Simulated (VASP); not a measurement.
Given:

```xyz
2
Lattice="0.0000 2.7300 2.7300 2.7300 0.0000 2.7300 2.7300 2.7300 0.0000" Properties=species:S:1:pos:R:3 pbc="T T T"
Al     0.0000     0.0000     0.0000
P      1.3650     1.3650     1.3650
```

Method: eigenvalue-self-consistent GW0 on PBE orbitals, VASP's PBE PAW potentials (set 64) (plane waves; VASP). Settings: PREC = Normal, 350 eV cut-off, 4×4×4 Γ-centred mesh, Gaussian smearing of 0.010 eV, potentials Al_GW P_GW.

The mesh is coarse and the basis finite, so the quasiparticle values are not converged.

NBANDS = 160, ENCUTGW = 200 eV, NOMEGA = 64, 4 updates of the levels in G. The PBE levels (eV) are:

```tsv
state	KS energy	filling
k1 (0.00, 0.00, 0.00), band 1	-7.61	2
k1 (0.00, 0.00, 0.00), band 2	3.90	2
k1 (0.00, 0.00, 0.00), band 3	3.90	2
k1 (0.00, 0.00, 0.00), band 4	3.90	2
k1 (0.00, 0.00, 0.00), band 5	7.20	0
k1 (0.00, 0.00, 0.00), band 6	8.44	0
k1 (0.00, 0.00, 0.00), band 7	8.44	0
k1 (0.00, 0.00, 0.00), band 8	8.44	0
k3 (0.50, 0.00, 0.00), band 1	-5.92	2
k3 (0.50, 0.00, 0.00), band 2	-1.64	2
k3 (0.50, 0.00, 0.00), band 3	3.14	2
k3 (0.50, 0.00, 0.00), band 4	3.14	2
k3 (0.50, 0.00, 0.00), band 5	6.70	0
k3 (0.50, 0.00, 0.00), band 6	8.70	0
k3 (0.50, 0.00, 0.00), band 7	8.70	0
k3 (0.50, 0.00, 0.00), band 8	12.17	0
k6 (-0.25, 0.25, 0.00), band 1	-6.05	2
k6 (-0.25, 0.25, 0.00), band 2	-0.45	2
k6 (-0.25, 0.25, 0.00), band 3	1.06	2
k6 (-0.25, 0.25, 0.00), band 4	3.06	2
k6 (-0.25, 0.25, 0.00), band 5	7.65	0
k6 (-0.25, 0.25, 0.00), band 6	9.99	0
k6 (-0.25, 0.25, 0.00), band 7	10.08	0
k6 (-0.25, 0.25, 0.00), band 8	10.50	0
```

### Question
Give the quasiparticle energies and renormalisation factors Z.

### Answer

```csv
state,QP energy (eV),Z
"k1 (0.00, 0.00, 0.00), band 1",-8.52,0.67
"k1 (0.00, 0.00, 0.00), band 2",3.03,0.76
"k1 (0.00, 0.00, 0.00), band 3",3.03,0.76
"k1 (0.00, 0.00, 0.00), band 4",3.03,0.76
"k1 (0.00, 0.00, 0.00), band 5",7.45,0.77
"k1 (0.00, 0.00, 0.00), band 6",8.76,0.76
"k1 (0.00, 0.00, 0.00), band 7",8.76,0.76
"k1 (0.00, 0.00, 0.00), band 8",8.76,0.76
"k3 (0.50, 0.00, 0.00), band 1",-6.73,0.71
"k3 (0.50, 0.00, 0.00), band 2",-2.67,0.70
"k3 (0.50, 0.00, 0.00), band 3",2.22,0.76
"k3 (0.50, 0.00, 0.00), band 4",2.22,0.76
"k3 (0.50, 0.00, 0.00), band 5",6.94,0.78
"k3 (0.50, 0.00, 0.00), band 6",8.98,0.76
"k3 (0.50, 0.00, 0.00), band 7",8.98,0.76
"k3 (0.50, 0.00, 0.00), band 8",12.08,0.74
"k6 (-0.25, 0.25, 0.00), band 1",-6.86,0.69
"k6 (-0.25, 0.25, 0.00), band 2",-1.44,0.71
"k6 (-0.25, 0.25, 0.00), band 3",0.09,0.74
"k6 (-0.25, 0.25, 0.00), band 4",2.15,0.76
"k6 (-0.25, 0.25, 0.00), band 5",7.88,0.77
"k6 (-0.25, 0.25, 0.00), band 6",10.16,0.76
"k6 (-0.25, 0.25, 0.00), band 7",10.39,0.75
"k6 (-0.25, 0.25, 0.00), band 8",10.79,0.74
```
On the mesh the gap opens from 1.56 to 2.46 eV.

The compound is AlP in the zinc blende structure. The cell was not relaxed at this level. The k-mesh is coarse (spacing up to 0.50 per Å, 2π included), so the numbers may not be converged in it.
